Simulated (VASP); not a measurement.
A run of VASP 6.6.1 is set up as follows.

The input INCAR:

```
SYSTEM = Sr2Re
PREC = Accurate
ENCUT = 600
EDIFF = 1E-6
ISMEAR = 1
SIGMA = 0.1
LREAL = .False.
LASPH = .True.
NELM = 80
ALGO = Normal
ISIF = 3
LWAVE = .False.
LCHARG = .False.
GGA = RP
IBRION = 2
NSW = 40
EDIFFG = -0.01
```

File KPOINTS:

```
Automatic mesh
0
Gamma
  7 7 7
  0 0 0
```

File POSCAR:

```
Sr2Re
1.0
    0.0000000000      3.2995233600      3.2995233600
    3.2995233600      0.0000000000      3.2995233600
    3.2995233600      3.2995233600      0.0000000000
Sr Re
2 1
Direct
    0.2500000000      0.2500000000      0.2500000000
    0.5000000000      0.5000000000      0.5000000000
    0.0000000000      0.0000000000      0.0000000000
```

Potentials or basis: VASP PAW PBE potentials, release 64 (Sr_sv, Re).

The run is started by

```sh
$ cat potpaw_PBE.64/Sr_sv/POTCAR potpaw_PBE.64/Re/POTCAR > POTCAR
$ mpirun -np 1 vasp_std > vasp.out
```

(1) What does it give for the space group after relaxing (to 0.05 Å)?

(2) Estimate the band gap on the k mesh.

(3) What does it give for the relaxed cell?

(4) Predict the relaxed volume.

Results:

(1) F-43m (No. 216).

(2) none (metal or under the smearing width).

(3) a = 5.296 Å, b = 5.296 Å, c = 5.296 Å, α = 60.00°, β = 60.00°, γ = 60.00°.

(4) 35.01 Å³/atom.

Caveat: the volume moved by over 15 % at a fixed basis, so the end points are rough; the PAW data sets were made with another functional, which shifts forces and pressure a little.
